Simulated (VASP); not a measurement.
OSZICAR of a VASP run on Fe₂Si (space group P-3m1):

File OSZICAR:
```
       N       E                     dE             d eps       ncg     rms          rms(c)
DAV:   1     0.212421452499E+03    0.21242E+03   -0.12112E+04  2192   0.982E+02
DAV:   2    -0.402725834083E+02   -0.25269E+03   -0.23509E+03  2184   0.273E+02
DAV:   3    -0.526988377179E+02   -0.12426E+02   -0.11767E+02  2608   0.771E+01
DAV:   4    -0.530207603292E+02   -0.32192E+00   -0.32070E+00  2704   0.115E+01
DAV:   5    -0.530311227181E+02   -0.10362E-01   -0.10355E-01  2720   0.182E+00    0.339E+01
DAV:   6    -0.532893831787E+02   -0.25826E+00   -0.57318E+01  2760   0.988E+01    0.217E+01
DAV:   7    -0.554956793730E+02   -0.22063E+01   -0.28738E+01  2752   0.109E+02    0.327E+01
DAV:   8    -0.502676686596E+02    0.52280E+01   -0.23977E+01  2664   0.653E+01    0.110E+01
DAV:   9    -0.507547515788E+02   -0.48708E+00   -0.40988E+00  3032   0.340E+01    0.118E+01
DAV:  10    -0.501977170551E+02    0.55703E+00   -0.27529E+00  2912   0.276E+01    0.506E+00
DAV:  11    -0.501078145570E+02    0.89902E-01   -0.25541E-01  2840   0.856E+00    0.254E+00
DAV:  12    -0.500931103746E+02    0.14704E-01   -0.90645E-02  3384   0.477E+00    0.103E+00
DAV:  13    -0.500936638352E+02   -0.55346E-03   -0.14034E-02  2720   0.106E+00    0.507E-01
DAV:  14    -0.500936758528E+02   -0.12018E-04   -0.24148E-03  2600   0.709E-01    0.208E-01
DAV:  15    -0.500935881113E+02    0.87742E-04   -0.41295E-04  3072   0.327E-01    0.726E-02
DAV:  16    -0.500935865984E+02    0.15129E-05   -0.59585E-05  2960   0.769E-02    0.349E-02
DAV:  17    -0.500935906644E+02   -0.40660E-05   -0.13879E-05  2784   0.544E-02    0.169E-02
DAV:  18    -0.500935912010E+02   -0.53663E-06   -0.20347E-06  1648   0.214E-02
   1 F= -.50093591E+02 E0= -.50080941E+02  d E =-.500936E+02  mag=     4.1062
       N       E                     dE             d eps       ncg     rms          rms(c)
DAV:   1    -0.505533045951E+02   -0.45971E+00   -0.82130E+00  2208   0.348E+01    0.660E+00
DAV:   2    -0.504292377002E+02    0.12407E+00   -0.35834E+00  2504   0.274E+01    0.569E+00
DAV:   3    -0.504570379744E+02   -0.27800E-01   -0.23149E+00  2704   0.289E+01    0.879E+00
DAV:   4    -0.501045922797E+02    0.35245E+00   -0.10201E+00  2688   0.173E+01    0.188E+00
DAV:   5    -0.501012620720E+02    0.33302E-02   -0.15221E-01  3392   0.630E+00    0.161E+00
DAV:   6    -0.500848860751E+02    0.16376E-01   -0.43897E-02  3032   0.341E+00    0.519E-01
DAV:   7    -0.500821327354E+02    0.27533E-02   -0.52317E-03  2880   0.801E-01    0.216E-01
DAV:   8    -0.500819488135E+02    0.18392E-03   -0.54868E-04  3200   0.269E-01    0.828E-02
DAV:   9    -0.500819434842E+02    0.53293E-05   -0.15715E-04  2544   0.152E-01    0.413E-02
DAV:  10    -0.500819412848E+02    0.21994E-05   -0.17387E-05  2744   0.664E-02    0.163E-02
DAV:  11    -0.500819408767E+02    0.40814E-06   -0.27574E-06  2280   0.212E-02
   2 F= -.50081941E+02 E0= -.50069805E+02  d E =0.116503E-01  mag=     4.0346
       N       E                     dE             d eps       ncg     rms          rms(c)
DAV:   1    -0.502672896181E+02   -0.18535E+00   -0.28127E+00  2200   0.205E+01    0.374E+00
DAV:   2    -0.502379318035E+02    0.29358E-01   -0.13496E+00  2504   0.164E+01    0.357E+00
DAV:   3    -0.502310841354E+02    0.68477E-02   -0.79296E-01  2760   0.164E+01    0.449E+00
DAV:   4    -0.501170907900E+02    0.11399E+00   -0.23422E-01  2776   0.103E+01    0.130E+00
DAV:   5    -0.501115986135E+02    0.54922E-02   -0.47600E-02  3456   0.365E+00    0.862E-01
DAV:   6    -0.501071787958E+02    0.44198E-02   -0.10513E-02  3080   0.155E+00    0.330E-01
DAV:   7    -0.501060841132E+02    0.10947E-02   -0.18131E-03  2968   0.438E-01    0.982E-02
DAV:   8    -0.501060717908E+02    0.12322E-04   -0.10877E-04  2840   0.105E-01    0.389E-02
DAV:   9    -0.501060744137E+02   -0.26229E-05   -0.26254E-05  2664   0.501E-02    0.207E-02
DAV:  10    -0.501060764216E+02   -0.20079E-05   -0.66311E-06  2496   0.404E-02    0.903E-03
DAV:  11    -0.501060767590E+02   -0.33741E-06   -0.57428E-07  1216   0.817E-03
   3 F= -.50106077E+02 E0= -.50093754E+02  d E =-.124856E-01  mag=     4.0767
       N       E                     dE             d eps       ncg     rms          rms(c)
DAV:   1    -0.501061042046E+02   -0.27783E-04   -0.58269E-04  2216   0.294E-01    0.541E-02
DAV:   2    -0.501060945436E+02    0.96610E-05   -0.26786E-04  2528   0.233E-01    0.472E-02
DAV:   3    -0.501060903651E+02    0.41786E-05   -0.12012E-04  2752   0.220E-01    0.600E-02
DAV:   4    -0.501060713985E+02    0.18967E-04   -0.42020E-05  2728   0.135E-01    0.159E-02
DAV:   5    -0.501060707035E+02    0.69506E-06   -0.89346E-06  2624   0.509E-02
   4 F= -.50106071E+02 E0= -.50093739E+02  d E =-.124795E-01  mag=     4.0773
       N       E                     dE             d eps       ncg     rms          rms(c)
DAV:   1    -0.501071494241E+02   -0.10780E-02   -0.78458E-02  2296   0.145E+00    0.193E-01
DAV:   2    -0.501068476277E+02    0.30180E-03   -0.20100E-03  3272   0.565E-01    0.161E-01
DAV:   3    -0.501069203825E+02   -0.72755E-04   -0.89641E-04  2784   0.708E-01    0.212E-01
DAV:   4    -0.501066746606E+02    0.24572E-03   -0.71441E-04  2984   0.568E-01    0.952E-02
DAV:   5    -0.501067031960E+02   -0.28535E-04   -0.56176E-04  3160   0.388E-01    0.118E-01
DAV:   6    -0.501066097705E+02    0.93426E-04   -0.22598E-04  3112   0.257E-01    0.123E-02
DAV:   7    -0.501066088374E+02    0.93310E-06   -0.11411E-05  2688   0.379E-02    0.504E-03
DAV:   8    -0.501066083769E+02    0.46052E-06   -0.75121E-07  1232   0.125E-02
   5 F= -.50106608E+02 E0= -.50094213E+02  d E =-.537673E-03  mag=     4.0778
       N       E                     dE             d eps       ncg     rms          rms(c)
DAV:   1    -0.501066657585E+02   -0.56921E-04   -0.54499E-03  2288   0.381E-01    0.511E-02
DAV:   2    -0.501066434306E+02    0.22328E-04   -0.13719E-04  3304   0.144E-01    0.409E-02
DAV:   3    -0.501066501704E+02   -0.67399E-05   -0.63731E-05  2808   0.186E-01    0.577E-02
DAV:   4    -0.501066337334E+02    0.16437E-04   -0.58052E-05  3024   0.157E-01    0.288E-02
DAV:   5    -0.501066335252E+02    0.20818E-06   -0.40145E-05  3024   0.105E-01    0.283E-02
DAV:   6    -0.501066282075E+02    0.53177E-05   -0.12731E-05  2672   0.631E-02    0.321E-03
DAV:   7    -0.501066280528E+02    0.15474E-06   -0.87253E-07  1120   0.112E-02
   6 F= -.50106628E+02 E0= -.50094214E+02  d E =-.557349E-03  mag=     4.0779
       N       E                     dE             d eps       ncg     rms          rms(c)
DAV:   1    -0.501069530845E+02   -0.32488E-03   -0.10379E-02  2632   0.944E-01    0.163E-01
DAV:   2    -0.501069128604E+02    0.40224E-04   -0.25324E-03  2560   0.702E-01    0.148E-01
DAV:   3    -0.501068550558E+02    0.57805E-04   -0.11061E-03  2688   0.700E-01    0.184E-01
DAV:   4    -0.501066795014E+02    0.17555E-03   -0.23579E-04  2616   0.374E-01    0.286E-02
DAV:   5    -0.501066752805E+02    0.42209E-05   -0.33865E-05  3152   0.529E-02    0.161E-02
DAV:   6    -0.501066729225E+02    0.23580E-05   -0.71138E-06  2376   0.396E-02    0.987E-03
DAV:   7    -0.501066725819E+02    0.34057E-06   -0.28081E-06  1208   0.291E-02
   7 F= -.50106673E+02 E0= -.50094248E+02  d E =-.445292E-04  mag=     4.0761
       N       E                     dE             d eps       ncg     rms          rms(c)
DAV:   1    -0.501066771320E+02   -0.42095E-05   -0.13060E-04  2640   0.106E-01    0.181E-02
DAV:   2    -0.501066758147E+02    0.13173E-05   -0.32641E-05  2552   0.784E-02    0.158E-02
DAV:   3    -0.501066749176E+02    0.89714E-06   -0.12151E-05  2672   0.708E-02    0.187E-02
DAV:   4    -0.501066731113E+02    0.18063E-05   -0.25163E-06  1704   0.388E-02    0.311E-03
DAV:   5    -0.501066730492E+02    0.62117E-07   -0.39906E-07  1152   0.576E-03
   8 F= -.50106673E+02 E0= -.50094246E+02  d E =-.449964E-04  mag=     4.0763
       N       E                     dE             d eps       ncg     rms          rms(c)
DAV:   1    -0.501067274912E+02   -0.54380E-04   -0.39763E-03  2176   0.373E-01    0.504E-02
DAV:   2    -0.501067297682E+02   -0.22770E-05   -0.27006E-04  3136   0.217E-01    0.559E-02
DAV:   3    -0.501067428334E+02   -0.13065E-04   -0.23028E-04  2912   0.252E-01    0.754E-02
DAV:   4    -0.501067061880E+02    0.36645E-04   -0.95863E-05  3064   0.166E-01    0.150E-02
DAV:   5    -0.501067071300E+02   -0.94202E-06   -0.12191E-05  3096   0.737E-02    0.245E-02
DAV:   6    -0.501067032376E+02    0.38924E-05   -0.44767E-06  2232   0.496E-02    0.432E-03
DAV:   7    -0.501067030216E+02    0.21600E-06   -0.88963E-07  1176   0.927E-03
   9 F= -.50106703E+02 E0= -.50094248E+02  d E =-.299724E-04  mag=     4.0766
```

Which electronic solver shows in the log?

It is blocked Davidson (ALGO = Normal, or the opening steps of other solvers). The INCAR had ALGO = Normal.

How was spin treated?

Collinear spin (ISPIN = 2): the summary line carries one mag value, 4.08 μB in the cell.

Can the final energy be trusted as converged?

The calculation finished and met its thresholds. It stopped with EDIFF = 1E-6, NELM = 100, NSW = 50 and EDIFFG = -0.01 after 9 ionic steps (PBEsol GGA, plane waves, VASP's PBE PAW potentials (set 64)). At this cut-off the stress carries a Pulay error, which pulls relaxed volumes low. The run has a spin-polarised start.

The structure comes from a computed database's Fe2Si entry; how it stands against other phases isn't given here. This run relaxes it. Symmetry was kept, so distortions that lower it aren't found. The k-mesh is coarse (spacing up to 0.37 per Å, 2π included), so the numbers may not be converged in it. The run is one of a series of settings (EDIFFG = -0.01, IBRION = 2, ISIF = 3, NSW = 50 against the base run), some of them coarse on purpose.
